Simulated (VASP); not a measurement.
Data:

```
CELL_PARAMETERS angstrom
      3.44231     0.00000     0.00000
      0.00000     3.44231     0.00000
      0.00000     0.00000     3.44231
ATOMIC_POSITIONS crystal
  Fe 0.00000 0.00000 0.00000
  Ni 0.00000 0.50000 0.50000
  Ni 0.50000 0.00000 0.50000
  Ni 0.50000 0.50000 0.00000
```
Starting moments (μB, in the order of the record's atoms Fe Ni Ni Ni): 2.7 0.6 0.6 0.6.

Level of theory: LDA (Ceperley-Alder, Perdew-Zunger), VASP's LDA PAW potentials (set 64) (plane waves; VASP). Settings: 400 eV cut-off, 10×10×10 Γ-centred mesh, tetrahedra with Blöchl corrections, potentials Fe Ni.

Problem. The job: Ni3Fe (L1_2), 4 atoms, LDA, static run, 400 eV, 10×10×10 Γ-centred mesh. Roughly how much core time does it take on a busy server core?

Solution. About 30 core-seconds (one run on a shared machine, a rough figure). It had 56 irreducible k-points, 25 bands, up to 768 plane waves and 20 electronic steps.

The compound is Ni3Fe in the L1_2 structure. It was relaxed first, which changed the volume by -9 %.
